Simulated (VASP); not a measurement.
An input for Quantum ESPRESSO's pw.x (written as the equivalent of a VASP run, and not itself run):

```
&CONTROL
  calculation = 'vc-relax'
  pseudo_dir = './pseudo'
  outdir = './out'
  tprnfor = .true.
  tstress = .true.
  nstep = 30
  forc_conv_thr = 0.00039
/
&SYSTEM
  ibrav = 0
  nat = 6
  ntyp = 2
  ecutwfc = 84
  occupations = 'smearing'
  smearing = 'gaussian'
  degauss = 0.003675
  input_dft = 'vdw-df-cx'
/
&ELECTRONS
  conv_thr = 7.3e-09
  electron_maxstep = 100
/
&IONS
/
&CELL
  cell_dofree = 'shape'
/
ATOMIC_SPECIES
  Ti 47.867 Ti.upf
  O 15.999 O.upf
CELL_PARAMETERS angstrom
    -1.8749234    1.8749234    4.7240475
     1.8749234   -1.8749234    4.7240475
     1.8749234    1.8749234   -4.7240475
ATOMIC_POSITIONS crystal
  Ti   0.7500000  0.2500000  0.5000000
  Ti   0.0000000  0.0000000  0.0000000
  O    0.5417054  0.0417054  0.5000000
  O    0.7917054  0.7917054  1.0000000
  O    0.2082946  0.2082946  0.0000000
  O    0.9582946  0.4582946  0.5000000
K_POINTS automatic
  8 8 8 0 0 0
```

Write the VASP files for the same calculation (vdW-DF-cx).

One answer among several that fit: 
**POSCAR**
```
TiO2
1
   -1.8749233705     1.8749233705     4.7240474731
    1.8749233705    -1.8749233705     4.7240474731
    1.8749233705     1.8749233705    -4.7240474731
Ti O
2 4
Direct
  0.7500000000   0.2500000000   0.5000000000
  0.0000000000   0.0000000000   0.0000000000
  0.5417053643   0.0417053643   0.5000000000
  0.7917053643   0.7917053643   1.0000000000
  0.2082946357   0.2082946357   0.0000000000
  0.9582946357   0.4582946357   0.5000000000
```

**KPOINTS**
```
Automatic mesh
0
Gamma
8 8 8
0 0 0
```

**INCAR**
```
! general
SYSTEM   = TiO2
PREC     = Accurate
ENCUT    = 520
LREAL    = F
LASPH    = T

! electronic loop
EDIFF    = 1E-7
NELM     = 100
ALGO     = Normal
LMAXMIX  = 4

! smearing
ISMEAR   = 0
SIGMA    = 0.05

! functional
GGA      = CX
LUSE_VDW = T
AGGAC    = 0.0

! ions
IBRION   = 2
NSW      = 30
ISIF     = 4
EDIFFG   = -0.01

! output
LWAVE    = F
LCHARG   = F
```

POTCAR, in this order: Ti_sv O (PBE.64 set). Program: vasp_std.

What does not carry over: the potentials are each code's own (VASP's PAW set, PseudoDojo norm-conserving files in pw.x), so ENCUT and ecutwfc are chosen apart and not converted; conv_thr bounds pw.x's estimated SCF error, while EDIFF bounds the energy change between steps; forc_conv_thr acts on force components and is met together with etot_conv_thr.

The compound is TiO2 in the anatase structure, one of several forms; rutile is the usual stable one. This cell is one point of a volume scan, at 0.97 of the reference volume. Symmetry was kept, so distortions that lower it aren't found.
